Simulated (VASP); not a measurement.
All values below come from revPBE GGA, VASP's PBE PAW potentials (set 64) (plane waves; VASP 6.6.1).

Input for VASP

### INCAR
```
ALGO  =  Normal
EDIFF  =  1E-8
ENCUT  =  300
GGA  =  RE
ISIF  =  2
ISMEAR  =  0
LASPH  =  .TRUE.
LCHARG  =  .FALSE.
LEPSILON  =  .TRUE.
LMAXMIX  =  4
LREAL  =  .FALSE.
LWAVE  =  .FALSE.
NELM  =  100
PREC  =  Accurate
SIGMA  =  0.01
SYSTEM  =  CuI
```

**KPOINTS**
```
Automatic mesh
0
Gamma
15 15 15
0 0 0
```

POSCAR:
```
CuI
1
    0.0000000000     2.9629880000     2.9629880000
    2.9629880000     0.0000000000     2.9629880000
    2.9629880000     2.9629880000     0.0000000000
Cu I
1 1
Direct
  0.0000000000   0.0000000000   0.0000000000
  0.2500000000   0.2500000000   0.2500000000
```

POTCAR, in this order: Cu I (PBE.64 set). Program: vasp_std.

The resulting files:

**OUTCAR**
```


 HEAD OF MICROSCOPIC STATIC DIELECTRIC TENSOR (INDEPENDENT PARTICLE, excluding Hartree and local field effects)
 ------------------------------------------------------
           6.658069     0.000000     0.000000
          -0.000000     6.658069     0.000000
           0.000000     0.000000     6.658069
 ------------------------------------------------------

 MACROSCOPIC STATIC DIELECTRIC TENSOR (including local field effects in DFT)
 ------------------------------------------------------
           6.340110    -0.000000    -0.000000
           0.000000     6.340110    -0.000000
           0.000000     0.000000     6.340110
 ------------------------------------------------------

 PIEZOELECTRIC TENSOR (including local field effects)  for field in x, y, z        (e  Angst)
          XX          YY          ZZ          XY          YZ          ZX
  --------------------------------------------------------------------------------
  x    -0.00000    -0.00000     0.00000     0.00000    -0.98728     0.00000
  y    -0.00000     0.00000    -0.00000     0.00000     0.00000    -0.98728
  z    -0.00000     0.00000    -0.00000    -0.98728     0.00000     0.00000

 PIEZOELECTRIC TENSOR (including local field effects)  for field in x, y, z        (C/m^2)
          XX          YY          ZZ          XY          YZ          ZX
  --------------------------------------------------------------------------------
  x    -0.00000    -0.00000     0.00000     0.00000    -0.30404     0.00000
  y    -0.00000     0.00000    -0.00000     0.00000     0.00000    -0.30404
  z    -0.00000     0.00000    -0.00000    -0.30404     0.00000     0.00000

 BORN EFFECTIVE CHARGES (including local field effects) (in |e|, cummulative output)
 ---------------------------------------------------------------------------------
 ion    1
    1     0.98985     0.00000     0.00000
    2     0.00000     0.98985     0.00000
    3     0.00000     0.00000     0.98985
 ion    2
    1    -0.98985     0.00000     0.00000
    2     0.00000    -0.98985     0.00000
    3     0.00000     0.00000    -0.98985
```
(Selected blocks of OUTCAR.)

File OUTCAR:
```
 val. band max:        5.2996163662   @ k =   0.0000   0.0000   0.0000

 cond. band min:       6.7304083724   @ k =   0.0000   0.0000   0.0000


 Fermi energy:         5.3501221682

 k-point     1 :       0.0000    0.0000    0.0000
  band No.  band energies     occupation
      1      -9.0860      2.00000
      2       1.3346      2.00000
      3       1.3346      2.00000
      4       1.3346      2.00000
      5       3.1707      2.00000
      6       3.1707      2.00000
      7       5.2996      2.00000
      8       5.2996      2.00000
      9       5.2996      2.00000
     10       6.7304      0.00000
     11      10.1075      0.00000
     12      10.1075      0.00000
     13      10.1075      0.00000

 k-point     2 :       0.0667    0.0000    0.0000
  band No.  band energies     occupation
      1      -9.0614      2.00000
      2       1.2481      2.00000
      3       1.3371      2.00000
      4       1.3372      2.00000
      5       3.1684      2.00000
      6       3.1684      2.00000
      7       5.0308      2.00000
      8       5.2586      2.00000
      9       5.2586      2.00000
     10       7.0114      0.00000
     11      10.0706      0.00000
     12      10.1821      0.00000
     13      10.1821      0.00000

 k-point     3 :       0.1333    0.0000    0.0000
  band No.  band energies     occupation
      1      -8.9903      2.00000
      2       1.0012      2.00000
      3       1.3438      2.00000
      4       1.3438      2.00000
      5       3.1630      2.00000
      6       3.1630      2.00000
      7       4.5539      2.00000
      8       5.1474      2.00000
      9       5.1474      2.00000
     10       7.4647      0.00000
     11      10.1143      0.00000
     12      10.3730      0.00000
     13      10.3730      0.00000

 k-point     4 :       0.2000    0.0000    0.0000
  band No.  band energies     occupation
      1      -8.8813      2.00000
      2       0.6326      2.00000
      3       1.3529      2.00000
...
```

Unless said otherwise, spin-orbit coupling is left out, though it shifts the bands of the heavy elements here.

The structure is a typed CuI crystal. The cell was not relaxed at this level. The run is one of a series of settings (EDIFF = 1E-8, ISMEAR = 0, LEPSILON = .TRUE., KPOINTS 15×15×15 Γ-centred mesh against the base run), some of them coarse on purpose.
